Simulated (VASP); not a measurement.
Consider the following.

```xyz
3
Lattice="1.7681 -3.0625 0.0000 1.7681 3.0625 0.0000 0.0000 0.0000 6.5974" Properties=species:S:1:pos:R:3 pbc="T T T"
Pt     0.0000     0.0000     0.0000
S      1.7681     1.0208     1.2081
S      1.7681    -1.0208     5.3893
```

Calculation: AM05 GGA, VASP's PBE PAW potentials (set 64) (plane waves; VASP 6.6.1). Settings: 520 eV cut-off, 8×8×4 Γ-centred mesh, tetrahedra with Blöchl corrections, potentials Pt S.

The cores are frozen, which limits the accuracy of field gradients. Without a dispersion term in the relaxation, distances and binding between the weakly bound layers, chains or molecules are unreliable, and so is what depends on them.

Task: Give the principal components of the electric field gradient (V/Å²) and the asymmetry η at each nucleus.

Result: 
```json
[
 {"atom": "Pt1", "Vxx": "-76.5", "Vyy": "-76.5", "Vzz": "153.1", "η": "0.00"},
 {"atom": "S2", "Vxx": "32.7", "Vyy": "32.7", "Vzz": "-65.5", "η": "0.00"},
 {"atom": "S3", "Vxx": "32.7", "Vyy": "32.7", "Vzz": "-65.5", "η": "0.00"}
]
```

The compound is PtS2 in the 1T layered structure. It was relaxed first, which changed the volume by +31 %.
